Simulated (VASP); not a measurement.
A run of VASP 6.6.1 is set up as follows.

The input POSCAR:

```
Na2ZrS2
1.0
   -2.4761800000      2.4761800000      4.0403500000
    2.4761800000     -2.4761800000      4.0403500000
    2.4761800000      2.4761800000     -4.0403500000
Na Zr S
2 1 2
Direct
    0.3567700000      0.3567700000      0.0000000000
    0.6432300000      0.6432300000      0.0000000000
    0.0000000000      0.0000000000      0.0000000000
    0.7500000000      0.2500000000      0.5000000000
    0.2500000000      0.7500000000      0.5000000000
```

INCAR.step1

```
SYSTEM = Na2ZrS2
ALGO = Fast ; EDIFF = 1E-7
ENCUT = 520 ; GGA = AM
ISIF = 2 ; ISMEAR = -1
LASPH = .TRUE. ; LCHARG = .TRUE.
LMAXMIX = 4 ; LREAL = .FALSE.
LWAVE = .FALSE. ; NELM = 80
PREC = Accurate ; SIGMA = 0.05
```

The input KPOINTS.step1:

```
k-points
0
G
  6 6 6
  0 0 0
```

INCAR.step2

```
SYSTEM = Na2ZrS2
ALGO = Fast ; EDIFF = 1E-7
ENCUT = 520 ; GGA = AM
ICHARG = 11 ; ISIF = 2
ISMEAR = 0 ; LASPH = .TRUE.
LCHARG = .FALSE. ; LMAXMIX = 4
LREAL = .FALSE. ; LWAVE = .FALSE.
NELM = 80 ; PREC = Accurate
SIGMA = 0.05
```

KPOINTS.step2

```
path GXYSGZS1NPY1Z,XP
15
line-mode
reciprocal
 0.0000000000  0.0000000000  0.0000000000  G
 0.0000000000  0.0000000000  0.5000000000  X

 0.0000000000  0.0000000000  0.5000000000  X
-0.1878003734  0.1878003734  0.5000000000  Y

-0.1878003734  0.1878003734  0.5000000000  Y
-0.3439001867  0.3439001867  0.3439001867  S

-0.3439001867  0.3439001867  0.3439001867  S
 0.0000000000  0.0000000000  0.0000000000  G

 0.0000000000  0.0000000000  0.0000000000  G
 0.5000000000  0.5000000000 -0.5000000000  Z

 0.5000000000  0.5000000000 -0.5000000000  Z
 0.3439001867  0.6560998133 -0.3439001867  S1

 0.3439001867  0.6560998133 -0.3439001867  S1
 0.0000000000  0.5000000000  0.0000000000  N

 0.0000000000  0.5000000000  0.0000000000  N
 0.2500000000  0.2500000000  0.2500000000  P

 0.2500000000  0.2500000000  0.2500000000  P
 0.5000000000  0.5000000000 -0.1878003734  Y1

 0.5000000000  0.5000000000 -0.1878003734  Y1
 0.5000000000  0.5000000000 -0.5000000000  Z

 0.0000000000  0.0000000000  0.5000000000  X
 0.2500000000  0.2500000000  0.2500000000  P
```

Potentials or basis: VASP PAW PBE potentials, release 64 (Na_pv, Zr_sv, S).

The run is started by

```bash
$ cat potpaw_PBE.64/Na_pv/POTCAR potpaw_PBE.64/Zr_sv/POTCAR potpaw_PBE.64/S/POTCAR > POTCAR
$ cp INCAR.step1 INCAR
$ cp KPOINTS.step1 KPOINTS
$ mpirun -np 1 vasp_std > vasp.out
$ cp INCAR.step2 INCAR
$ cp KPOINTS.step2 KPOINTS
$ mpirun -np 1 vasp_std > vasp.out
```

Task: Estimate the band gap along the path.

Result: None (metal or under the smearing width).

Levels at the corners of the path, in eV from the Fermi level:
```
point  band 16  band 17  band 18  band 19  band 20  band 21  band 22  band 23
    Γ    -2.90    -1.80    -1.80    -0.86    -0.03     0.33     1.98     1.98
    X    -2.95    -1.88    -1.36    -0.76     0.36     0.76     1.35     1.64
    X    -2.95    -1.88    -1.36    -0.76     0.36     0.76     1.35     1.64
    Y    -2.79    -2.77    -1.52    -0.24     0.33     0.73     0.80     1.56
    Y    -2.79    -2.77    -1.52    -0.24     0.33     0.73     0.80     1.56
    S    -2.91    -2.70    -2.29     0.00     0.27     0.51     1.08     1.26
    S    -2.91    -2.70    -2.29     0.00     0.27     0.51     1.08     1.26
    Γ    -2.90    -1.80    -1.80    -0.86    -0.03     0.33     1.98     2.00
    Γ    -2.90    -1.80    -1.80    -0.86    -0.03     0.33     1.98     1.98
    Z    -2.18    -2.18    -1.90    -0.63     0.39     0.44     1.08     1.08
    Z    -2.18    -2.18    -1.90    -0.63     0.39     0.44     1.08     1.08
   S1    -2.91    -2.70    -2.29     0.00     0.27     0.51     1.08     1.26
   S1    -2.91    -2.70    -2.29     0.00     0.27     0.51     1.08     1.26
    N    -3.66    -3.31    -3.23    -0.07     0.05     0.75     1.81     1.89
    N    -3.66    -3.31    -3.23    -0.07     0.05     0.75     1.79     1.89
    P    -3.54    -1.82    -1.44    -0.26     0.35     0.95     0.95     1.41
    P    -3.54    -1.82    -1.44    -0.26     0.35     0.95     0.95     1.40
   Y1    -2.79    -2.77    -1.52    -0.24     0.33     0.73     0.80     1.57
   Y1    -2.79    -2.77    -1.52    -0.24     0.33     0.73     0.80     1.56
    Z    -2.18    -2.18    -1.90    -0.63     0.39     0.44     1.08     1.08
    X    -2.95    -1.88    -1.36    -0.76     0.36     0.76     1.35     1.64
    P    -3.54    -1.82    -1.44    -0.26     0.35     0.95     0.95     1.40
```

Caveat: the log is that of the step along the path at fixed density, whose energy, stress, charges and moments have no meaning.
